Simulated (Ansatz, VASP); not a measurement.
# Os (Osmium) in two plane-wave programs

Wanted: the spread between two codes on one cell, functional and k mesh.

Calculated with Ansatz 0.2.0; plane waves, with VASP 6.6.1 beside it; relaxation of cell and atoms at r2SCAN with rVV10.

## Step 1: Starting point

It takes space group P6_3/mmc (No. 194, hexagonal). Conventional cell: a = 2.734 Å, b = 2.734 Å, c = 4.320 Å, α = 90.00°, β = 90.00°, γ = 120.00°. Os has 12 Os at 2.68 to 2.73 Å nearest.

Coordinates:

```cif
data_structure
_symmetry_space_group_name_H-M 'P6_3/mmc'
_symmetry_Int_Tables_number 194
_cell_length_a 2.7341
_cell_length_b 2.7341
_cell_length_c 4.3197
_cell_angle_alpha 90.000
_cell_angle_beta 90.000
_cell_angle_gamma 120.000
_cell_volume 27.96
loop_
_atom_site_label
_atom_site_type_symbol
_atom_site_symmetry_multiplicity
_atom_site_Wyckoff_symbol
_atom_site_fract_x
_atom_site_fract_y
_atom_site_fract_z
_atom_site_occupancy
Os1 Os 2 c 0.33333 0.66667 0.25000 1
```

## Step 2: Ansatz: relaxation of cell and atoms, r2SCAN with rVV10

Ansatz runs on its default PAW (the set named soft_2) files.

The relaxed volume is the usual yardstick between codes: its relative difference is about their pressure difference at one cell divided by the bulk modulus.

input.yaml

```yaml
crystal:
  lattice:
    - [2.7341, 0.0, 0.0]
    - [-1.36705, 2.3678000565, 0.0]
    - [0.0, 0.0, 4.3197]
  atoms:
    - { symbol: Os, position: [0.3333333333, 0.6666666667, 0.25] }
    - { symbol: Os, position: [0.6666666667, 0.3333333333, 0.75] }
hamiltonian:
  xc: r2scan
  pseudopotentials: { kind: paw }
  dispersion: rvv10
kpoints:
  mp_grid: { grid: [9, 9, 5] }
scf:
  occupations: { method: fermi_dirac, width: 0.05 }
relax:
  f_tol: 0.01
  max_steps: 60
  cell: { stress_tol: 0.05 }
output:
  forces: true
  stress: true
```

Command:

```console
$ ansatz run input.yaml --threads 4 --pin off --max-ram 9216MiB --backend cpu --events-out ev --progress --plain --runs-dir out
```

Numbers of over 12 decimals in the logs are rounded to 6 here.

The program printed:

```text
Engine: ansatz 0.2.0, aarch64-unknown-linux-gnu
Pseudopotentials: kind: paw
Pseudopotential: Os, paw, valence charge 16, recommended cutoff 500 eV (meta_gga), Os.paw.azcp
Functional definition: r2SCAN+rVV10
  parameter k0 = 0.174
  parameter k1 = 0.065
  parameter a1 = 4.9479
  exchange = r2scan_x(k0 = k0, k1 = k1, a1 = a1)
  correlation = r2scan_c + rvv10(11.95, 0.0093)
Crystal: 2 atoms, lattice volume = 27.965 Å³
Basis set: ecut = 500 eV, 687 PW (Γ), exchange–correlation on 96×96×144 points (64 copies of the dense FFT grid, shifted against one another)
Bands: 20, of which v1, the nominal top of the filled ones, is band 16 counted from 1 (15 counted from 0)
Symmetry: 24 space group operations
Space group: P63/mmc (ITA 194), of the structure as read, at distance tolerance 3.0e-5 Å
k-points: 36 of 405
Non-local potential: Os, projectors of the file, l = 0: 3, l = 1: 2, l = 2: 2, l = 3: 1
PAW form: soft (Blöchl's): semilocal exchange-correlation on the pseudo side does not see the compensation charge
rVV10 density: all electrons in the spheres
PAW frozen core: Os, regenerated for the run's functional (the file was generated under x = pbe(κ = 0.804, μ = 0.219515), c = pbe(β = 0.066725))
PAW one-centre angular grid: Os, 590 points (default); XC on 160 Gauss nodes
Initial density: superposition of atomic densities (neutral atoms: chi_scale 0, normalization atom), corrected by the library's trained network
Initial wavefunctions: pseudopotential atomic-orbital guess
Functional: x = r2scan, c = r2scan + rvv10(b = 11.95, C = 0.0093); τ floored in thin density (d = 2e-4 eV/Å³)
SCF iter   1: F=—  HF=-22789.609387 eV  |F-HF|=—  |Δ(HF+E_count)|=         —  Δρ=1.05e-2  dr2=5.95e-3  dr2_τ=3.86e-2  ethr=1.77e-3  ⟨swp⟩=5.1  Hψ=2921  notcnv=0
preconditioner: auto → none  [metal: Δε(μ)=0.018 eV  Ē_g=7.184 eV  σ=0.050 eV  W_gap=0.09  n_scr=8 (ndim 8)  ℏωp=28.1 eV  f_vac=0.000  D(μ)=1.18/eV (n_scr^D=8)  sad-step TF]
SCF iter   2: F=—  HF=-22789.660746 eV  |F-HF|=—  |Δ(HF+E_count)|=   5.14e-2  Δρ=6.50e-3  dr2=2.38e-3  dr2_τ=5.59e-4  ethr=1.86e-5  ⟨swp⟩=2.0  Hψ=1438  notcnv=0  defer=2
SCF iter   3: F=—  HF=-22789.667337 eV  |F-HF|=—  |Δ(HF+E_count)|=   6.59e-3  Δρ=1.27e-3  dr2=4.49e-4  dr2_τ=8.00e-5  ethr=7.43e-6  ⟨swp⟩=2.8  Hψ=1343  notcnv=0  defer=2
SCF iter   4: F=—  HF=-22789.667378 eV  |F-HF|=—  |Δ(HF+E_count)|=   4.08e-5  Δρ=5.85e-4  dr2=6.05e-5  dr2_τ=6.20e-6  ethr=1.40e-6  ⟨swp⟩=2.0  Hψ=1012  notcnv=0  defer=2
SCF iter   5: F=—  HF=-22789.667465 eV  |F-HF|=—  |Δ(HF+E_count)|=   8.76e-5  Δρ=2.38e-4  dr2=1.13e-5  dr2_τ=1.12e-6  ethr=1.89e-7  ⟨swp⟩=2.0  Hψ=1009  notcnv=0  defer=2
SCF iter   6: F=—  HF=-22789.667486 eV  |F-HF|=—  |Δ(HF+E_count)|=   2.07e-5  Δρ=3.67e-5  dr2=2.63e-7  dr2_τ=1.15e-8  ethr=3.54e-8  ⟨swp⟩=2.0  Hψ=1026  notcnv=0  defer=2
SCF iter   7: F=-22789.667486 eV  HF=-22789.667486 eV  |F-HF|=3.37e-8  |Δ(HF+E_count)|=   4.05e-7  Δρ=1.46e-5  dr2=4.39e-8  dr2_τ=2.69e-9  ethr=3.13e-10  ⟨swp⟩=4.2  Hψ=2408  notcnv=0
SCF 1 converged in 7 iterations: F = -22789.667486 eV  dr2 = 4.39e-8
  greatest PAW one-centre occupation: 1.000 electrons in one spin orbital (limit 2), on the Os atom at site 1 (counted from 0), in its partial waves of l = 0
relax step   1: F+E_penalty+E_count = -22789.66748629 eV  Δ(F+E_penalty+E_count) = +0.000e0 eV  max|allowed force component| = 1.110e-16 eV/Å  Δτ_max = 0.0000 Å  P = -2.450 GPa  Ω = 27.965 Å³  (7 SCF iters, dr2 threshold 1.00e-7 eV, accepted)
[...]
relax step   2: F+E_penalty+E_count = -22789.66292998 eV  Δ(F+E_penalty+E_count) = +4.556e-3 eV  max|allowed force component| = 2.961e-16 eV/Å  Δτ_max = 0.0000 Å  P = +5.606 GPa  Ω = 27.462 Å³  energy of the carried Pulay correction = +3.451e-4 eV  (5 SCF iters, dr2 threshold 2.00e-7 eV, rejected (line search))
[...]
relax step   3: F+E_penalty+E_count = -22789.66882811 eV  Δ(F+E_penalty+E_count) = -1.342e-3 eV  max|allowed force component| = 1.434e-16 eV/Å  Δτ_max = 0.0000 Å  P = -0.057 GPa  Ω = 27.810 Å³  energy of the carried Pulay correction = +1.054e-4 eV  (9 SCF iters, accepted)
[...]
relax step   4: F+E_penalty+E_count = -22789.66883141 eV  Δ(F+E_penalty+E_count) = -3.301e-6 eV  max|allowed force component| = 2.961e-16 eV/Å  Δτ_max = 0.0000 Å  P = +0.001 GPa  Ω = 27.807 Å³  energy of the carried Pulay correction = +1.080e-4 eV  (2 SCF iters, dr2 threshold 1.15e-8 eV, accepted)
[...]
relax step   5: F+E_penalty+E_count = -22789.66872576 eV  Δ(F+E_penalty+E_count) = +1.056e-4 eV  max|allowed force component| = 2.822e-16 eV/Å  Δτ_max = 0.0000 Å  P = -0.002 GPa  Ω = 27.807 Å³  stress off target by 2.22e-3 GPa  SCF on the basis re-selected at this cell (its energy is not comparable with the rows above)  (5 SCF iters)
basis re-selected at this cell: Δ(F+E_penalty+E_count) = +1.056e-4 eV, ΔP = -0.003 GPa vs the last step (what re-selecting the basis moved, of the pressure what is left beyond the Pulay correction that the steps carried, after the strain that the cell walked since its last selection, with what the two solves' SCF thresholds leave and, on support functions, any second-order correction that the steps lacked; it is no m [...]
SCF converged after 5 iterations
Free energy (F): -22789.668726 eV
Harris-Foulkes:  -22789.668726 eV  (|F-HF|=1.82e-11)
Internal energy: -22789.659431 eV  (E = F + TS)
E sigma→0 (E₀):  -22789.664078 eV
Entropy (-TS):   -0.009295 eV (-4.648 meV/atom)
Fermi energy:    26.176717 eV
--- Per-component energies (eV) ---
  E_band       = -159.064814
  E_kinetic    = 1126.306516
  E_local      = -1556.183796  (includes V_loc(G=0)·N_el)
  E_nonlocal   = -2.772733
  E_hartree    = 649.448766
  E_xc         = -500.682264
  E_vxc        = -628.712453  (∫ρ·V_xc dr)
  E_paw        = -18078.025442  (= ΣΔE_a)
  E_vpaw       = -433.309971  (= ΣTr[D̂ρ^β])
  E_aug_tail   = -0.000249  (compensation charges beyond the density's cutoff)
  E_vtau       = 36.710363  (kinetic-family band-sum trace: ∫τ·v_τ [+ j·A + Jᵃ·Aᵃ] dr)
  E_ewald      = -4426.980202
  E_core_change = -0.770026  (= ΣΔE_core)
  E_smearing   = -0.009295  (= −TS)
  E_closure    = -0.000000  (closes the sum)
  Σ components = -22789.668726   (vs F -22789.668726, Δ=0.00e0)
--- Forces (eV/Å), atoms counted from 1 ---
  atom   1  Os     0.00000000     0.00000000    -0.00000000
  atom   2  Os     0.00000000    -0.00000000     0.00000000
  max |Σ_I F_I| component: 3.70e-17 eV/Å
--- Stress (GPa, compression-positive) ---
       -0.001935      -0.000000       0.000000
       -0.000000      -0.001935       0.000000
        0.000000       0.000000      -0.002219
  P = ⅓ Tr σ = -0.0020 GPa (-0.020 kbar)
--- Relaxed structure (4 steps of the walk, 3 accepted, 1 SCFs on fresh bases) ---
  F+E_penalty+E_count = -22789.66872576 eV   max|allowed force component| = 2.822e-16 eV/Å   (the final SCF, on the basis selected at the relaxed cell)
  cell:  # Å, volume = 27.8066 Å³
    - [2.728162, 0, 0]
    - [-1.364081, 2.362658, 0]
    - [0, 0, 4.313974]
  atoms:
    - { symbol: Os, position: [0.333333, 0.666667, 0.250000] }
    - { symbol: Os, position: [0.666667, 0.333333, 0.750000] }
```

Wall time 5.4 s (4 threads of Arm Neoverse V2, shared host); peak memory 0.41 GiB; 19 s of CPU time.

(Part 1 of 2 ends here.)

[Lines on the potential files, build, host, timing and source positions are cut from VASP's logs without a mark.]

[Logs are printed without paths, hosts, clocks, repeated set-up lines and the standing remarks that a program may print on its own settings, such as how far it seeks lower states.]

[Hosts, paths, dates, database ids (printed as entryN), source tags and the programs' standing remarks are cut or masked in the printed files.]
